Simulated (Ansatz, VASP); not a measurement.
**CO2: VASP beside Ansatz**

Wanted: the spread between two codes on one cell, functional and k mesh. The cell is taken from a series of runs on this material, whose earlier steps may have relaxed, scaled, displaced or heated it; both programs get it as it stands.

Program: Ansatz 0.2.0. Level of theory: plane waves, with VASP 6.6.1 beside it; G0W0 gap at PBE0. Results are calculated unless marked as measured.

## (1) The starting structure

Symmetry: Pa-3, No. 205, cubic system. Conventional cell: a = 5.497 Å, b = 5.497 Å, c = 5.497 Å, α = 90.00°, β = 90.00°, γ = 90.00°. C has 2 O at 1.17 Å nearest. Nearest to O lie 1 C at 1.17 Å. Farther neighbours and most contacts between anions are not listed.

Coordinates:

```cif
data_structure
_symmetry_space_group_name_H-M 'Pa-3'
_symmetry_Int_Tables_number 205
_cell_length_a 5.4971
_cell_length_b 5.4971
_cell_length_c 5.4971
_cell_angle_alpha 90.000
_cell_angle_beta 90.000
_cell_angle_gamma 90.000
_cell_volume 166.11
loop_
_atom_site_label
_atom_site_type_symbol
_atom_site_symmetry_multiplicity
_atom_site_Wyckoff_symbol
_atom_site_fract_x
_atom_site_fract_y
_atom_site_fract_z
_atom_site_occupancy
C1 C 4 a 0.00000 0.00000 0.00000 1
O1 O 8 c 0.12254 0.12254 0.12254 1
```

## (2) VASP: G0W0 gap, PBE0

Quasiparticle shifts depend on high empty states and on the cores, so they are the hardest test of two PAW sets.

Lines of VASP's logs that name or quote its potential files are left out, and so is its time.

The run reads the wave functions of an earlier VASP run, which isn't shown here.

File INCAR:

```
SYSTEM = CO2
PREC = Accurate
ENCUT = 440
ISMEAR = 0
SIGMA = 0.01
LREAL = .FALSE.
LHFCALC = .TRUE.
AEXX = 0.25
GGA = PE
LASPH = .TRUE.
NBANDS = 409
PRECFOCK = Fast
ALGO = EVGW0
NELMGW = 1
ENCUTGW = 100
NOMEGA = 64
NBANDSGW = 40
LWAVE = .FALSE.
LCHARG = .FALSE.
```

File POSCAR:

```
CO2
1.0
    5.4970732800      0.0000000000      0.0000000000
    0.0000000000      5.4970732800      0.0000000000
    0.0000000000      0.0000000000      5.4970732800
C O
4 8
Direct
    0.0000000000      0.0000000000      0.0000000000
    0.5000000000      0.0000000000      0.5000000000
    0.5000000000      0.5000000000      0.0000000000
    0.0000000000      0.5000000000      0.5000000000
    0.1225369800      0.1225369800      0.1225369800
    0.3774630200      0.8774630200      0.6225369800
    0.6225369800      0.3774630200      0.8774630200
    0.8774630200      0.6225369800      0.3774630200
    0.8774630200      0.8774630200      0.8774630200
    0.6225369800      0.1225369800      0.3774630200
    0.3774630200      0.6225369800      0.1225369800
    0.1225369800      0.3774630200      0.6225369800
```

File KPOINTS:

```
Automatic mesh
0
Gamma
2 2 2
0 0 0
```

The projector-augmented-wave data sets are C_GW and O_GW (PBE family, release 64).

The run is started by

```console
$ export OMP_NUM_THREADS=3
$ mpirun -np 1 vasp_std
```

Numbers of over 12 decimals in the logs are rounded to 6 here.

The program printed:

```text
[banner, memory and clock lines left out]
running    1 mpi-ranks, on    1 nodes
 distrk:  each k-point on    1 cores,    1 groups
 distr:  one band on    1 cores,    1 groups
 Offloading initialized ...    1 GPUs detected
 POSCAR found type information on POSCAR C O
 POSCAR found :  2 types and      12 ions
|                                                                             |
|           W    W    AA    RRRRR   N    N  II  N    N   GGGG   !!!           |
|           W    W   A  A   R    R  NN   N  II  NN   N  G    G  !!!           |
|           W    W  A    A  R    R  N N  N  II  N N  N  G       !!!           |
|           W WW W  AAAAAA  RRRRR   N  N N  II  N  N N  G  GGG   !            |
|           WW  WW  A    A  R   R   N   NN  II  N   NN  G    G                |
|           W    W  A    A  R    R  N    N  II  N    N   GGGG   !!!           |
|                                                                             |
|     The default for ENCUTGWSOFT is different in this version of VASP.       |
|     please manually set ENCUTGWSOFT =100 in the INCAR file.                 |
|                                                                             |

 LDA part: xc-table for (Slater+PW92), standard interpolation
 found WAVECAR, reading the header
 POSCAR, INCAR and KPOINTS ok, starting setup
 FFT: planning ... GRIDC
 FFT: planning ... GRID_SOFT
 FFT: planning ... GRID
 reading WAVECAR
 the WAVECAR file was read successfully
 initial charge from wavefunction
 available memory per node:   1660.10 GB, setting MAXMEM to   1699942

 The Fermi energy was updated, please check that it is located mid-gap
 values below the HOMO (VB) or above the LUMO (CB) will cause erroneous energies
 E-fermi :  -0.2221

 calculate exact exchange contribution
 the WAVEDER file was read successfully
energies w=
    0.000    0.000    0.583    0.000    1.164    0.000    1.743    0.000
    2.318    0.000    2.889    0.000    3.453    0.000    4.012    0.000
    4.563    0.000    5.107    0.000    5.644    0.000    6.173    0.000
    6.695    0.000    7.210    0.000    7.718    0.000    8.221    0.000
    8.718    0.000    9.211    0.000    9.700    0.000   10.186    0.000
   10.670    0.000   11.154    0.000   11.637    0.000   12.121    0.000
   12.608    0.000   13.098    0.000   13.593    0.000   14.095    0.000
   14.604    0.000   15.122    0.000   15.652    0.000   16.194    0.000
   16.752    0.000   17.326    0.000   17.921    0.000   18.539    0.000
   19.182    0.000   19.854    0.000   20.560    0.000   21.305    0.000
   22.093    0.000   22.930    0.000   23.825    0.000   24.786    0.000
   25.823    0.000   26.947    0.000   28.174    0.000   29.521    0.000
   31.011    0.000   32.669    0.000   34.530    0.000   36.637    0.000
   39.045    0.000   41.827    0.000   45.081    0.000   48.939    0.000
   53.589    0.000   59.302    0.000   66.489    0.000   75.797    0.000
   88.314    0.000  106.022    0.000  132.941    0.000  178.681    0.000
 responsefunction array rank=     389
 LDA part: xc-table for (Slater+PW92), standard interpolation

 min. memory requirement per mpi rank    613.0 MB, per node    613.0 MB

 allocating  64 responsefunctions rank=   389
 shmem allocating  64 responsefunctions rank=   389
 response function shared by NCSHMEM nodes    1
 Doing            64  frequencies on each core in blocks of            64
NQ=   1    0.0000    0.0000    0.0000,
|.........|.........|.........|.........|.........|.........|.........|.........
 performed        323000 updates of chi_q(r,r)
 total number of BLAS operations        392.11 Gflops
NQ=   2    0.5000    0.0000    0.0000,
|.........|.........|.........|.........|.........|.........|.........|.........
 performed        777000 updates of chi_q(r,r)
 total number of BLAS operations        884.82 Gflops
NQ=   3    0.5000    0.5000    0.0000,
|.........|.........|.........|.........|.........|.........|.........|.........
 performed       1231000 updates of chi_q(r,r)
 total number of BLAS operations       1388.30 Gflops
NQ=   4    0.5000    0.5000    0.5000,
|.........|.........|.........|.........|.........|.........|.........|.........
 performed       1554000 updates of chi_q(r,r)
 total number of BLAS operations       1724.12 Gflops
 resolving degeneracies of screened two electron integrals

 calculate QP shifts <psi_nk| G(iteration)W_0 |psi_nk>: iteration 1
 entering main loop
```

Parts of OUTCAR (step 2):

```text
ion  position               nearest neighbor table
   1  0.000  0.000  0.000-   5 1.17   9 1.17
   2  0.500  0.000  0.500-   6 1.17  10 1.17
   3  0.500  0.500  0.000-   7 1.17  11 1.17
   4  0.000  0.500  0.500-   8 1.17  12 1.17
   5  0.123  0.123  0.123-   1 1.17
   6  0.377  0.877  0.623-   2 1.17
   7  0.623  0.377  0.877-   3 1.17
   8  0.877  0.623  0.377-   4 1.17
   9  0.877  0.877  0.877-   1 1.17
  10  0.623  0.123  0.377-   2 1.17
  11  0.377  0.623  0.123-   3 1.17
  12  0.123  0.377  0.623-   4 1.17

  LATTYP: Found a simple cubic cell.
 ALAT       =     5.4970732800

 Subroutine GETGRP returns: Found 24 space group operations
 (whereof  6 operations were pure point group operations)

The static configuration has the point symmetry S_6 .
 The point group associated with its full space group is T_h .

 Found      4 irreducible k-points:

   k-points           NKPTS =      4   k-points in BZ     NKDIM =      8   number of bands    NBANDS=    409

   dimension x,y,z NGX =    40 NGY =   40 NGZ =   40
   dimension x,y,z NGXF=    80 NGYF=   80 NGZF=   80

   ENCUT  =  440.0 eV  32.34 Ry    5.69 a.u.   9.40  9.40  9.40*2*pi/ulx,y,z

   NELECT =      64.0000    total number of electrons

  energy-cutoff  :      440.00
  volume of cell :      166.11
      direct lattice vectors                 reciprocal lattice vectors
     5.497073280  0.000000000  0.000000000     0.181914984  0.000000000  0.000000000
     0.000000000  5.497073280  0.000000000     0.000000000  0.181914984  0.000000000
     0.000000000  0.000000000  5.497073280     0.000000000  0.000000000  0.181914984

 k-points in reciprocal lattice and weights: Automatic mesh
   0.00000000  0.00000000  0.00000000       0.125
   0.50000000  0.00000000  0.00000000       0.375
   0.50000000  0.50000000  0.00000000       0.375
   0.50000000  0.50000000  0.50000000       0.125

 E-fermi :  -0.2221

 QP shifts <psi_nk| G(iteration)W_0 |psi_nk>: iteration 1
 for sc-GW calculations column KS-energies equals QP-energies in previous step
 and V_xc(KS)=  KS-energies - (<T + V_ion + V_H > + <T+V_H+V_ion>^1  + <V_x>^1)
 k-point   1 :       0.0000    0.0000    0.0000
  band No.  KS-energies  QP-energies   sigma(KS)   V_xc(KS)     V^pw_x(r,r')   Z            occupation Imag(sigma)
    ...
     29      -5.1711      -6.0956     -22.1007     -21.0144     -24.8141       0.8511       2.0000       0.0319
     30      -5.1711      -6.0956     -22.1007     -21.0144     -24.8141       0.8511       2.0000       0.0319
     31      -4.9307      -5.8060     -22.3991     -21.3691     -25.1113       0.8498       2.0000       0.0317
     32      -4.9307      -5.8060     -22.3991     -21.3691     -25.1113       0.8498       2.0000       0.0317
     33       4.4865       5.4377      -7.9702      -9.0271      -5.1911       0.9001       0.0000      -0.0424
     34       5.8574       8.2479     -11.7972     -14.5057      -9.4541       0.8826       0.0000      -0.0454
     35       5.8574       8.2479     -11.7972     -14.5057      -9.4541       0.8826       0.0000      -0.0454
     36       5.8574       8.2479     -11.7972     -14.5057      -9.4541       0.8826       0.0000      -0.0454
    ...

 k-point   2 :       0.5000    0.0000    0.0000
  band No.  KS-energies  QP-energies   sigma(KS)   V_xc(KS)     V^pw_x(r,r')   Z            occupation Imag(sigma)
    ...
     29      -5.2985      -6.2433     -21.9741     -20.8631     -24.6957       0.8504       2.0000       0.0322
     30      -5.2985      -6.2433     -21.9741     -20.8631     -24.6957       0.8504       2.0000       0.0322
     31      -5.0215      -5.9103     -22.3080     -21.2622     -25.0253       0.8500       2.0000       0.0321
     32      -5.0215      -5.9103     -22.3080     -21.2622     -25.0253       0.8500       2.0000       0.0321
     33       5.7724       8.0175     -11.2305     -13.7686      -8.7922       0.8846       0.0000      -0.0444
     34       5.7724       8.0175     -11.2305     -13.7686      -8.7922       0.8846       0.0000      -0.0444
     35       6.0195       7.8875     -10.0877     -12.1860      -7.4158       0.8903       0.0000      -0.0461
     36       6.0195       7.8875     -10.0877     -12.1860      -7.4158       0.8903       0.0000      -0.0461
    ...

 k-point   3 :       0.5000    0.5000    0.0000
  band No.  KS-energies  QP-energies   sigma(KS)   V_xc(KS)     V^pw_x(r,r')   Z            occupation Imag(sigma)
    ...
     29      -5.2651      -6.2029     -22.0116     -20.9094     -24.7347       0.8509       2.0000       0.0324
     30      -5.2651      -6.2029     -22.0116     -20.9094     -24.7347       0.8509       2.0000       0.0324
     31      -5.2651      -6.2029     -22.0116     -20.9094     -24.7347       0.8509       2.0000       0.0324
     32      -5.2651      -6.2029     -22.0116     -20.9094     -24.7347       0.8509       2.0000       0.0324
     33       5.7622       7.9516     -11.0808     -13.5514      -8.6278       0.8861       0.0000      -0.0442
     34       5.7622       7.9516     -11.0808     -13.5514      -8.6278       0.8861       0.0000      -0.0442
     35       5.7622       7.9516     -11.0808     -13.5514      -8.6278       0.8861       0.0000      -0.0442
     36       5.7622       7.9516     -11.0808     -13.5514      -8.6278       0.8861       0.0000      -0.0442
    ...

 k-point   4 :       0.5000    0.5000    0.5000
  band No.  KS-energies  QP-energies   sigma(KS)   V_xc(KS)     V^pw_x(r,r')   Z            occupation Imag(sigma)
    ...
     29      -5.3152      -6.2701     -21.8800     -20.7578     -24.5877       0.8509       2.0000       0.0320
     30      -5.3152      -6.2701     -21.8800     -20.7578     -24.5877       0.8509       2.0000       0.0320
     31      -5.3152      -6.2701     -21.8800     -20.7578     -24.5877       0.8509       2.0000       0.0320
     32      -5.3152      -6.2701     -21.8800     -20.7578     -24.5877       0.8509       2.0000       0.0320
     33       5.7732       8.1392     -11.7021     -14.3842      -9.3621       0.8822       0.0000      -0.0442
     34       5.7732       8.1392     -11.7021     -14.3842      -9.3621       0.8822       0.0000      -0.0442
     35       5.7732       8.1392     -11.7021     -14.3842      -9.3621       0.8822       0.0000      -0.0442
     36       5.7732       8.1392     -11.7021     -14.3842      -9.3621       0.8822       0.0000      -0.0442
    ...
```

[end of part 1 of 2]

[Lines on the potential files, build, host, timing and source positions are cut from VASP's logs without a mark.]

[Logs are printed without paths, hosts, clocks, repeated set-up lines and the standing remarks that a program may print on its own settings, such as how far it seeks lower states.]

[Hosts, paths, dates, database ids (printed as entryN), source tags and the programs' standing remarks are cut or masked in the printed files.]
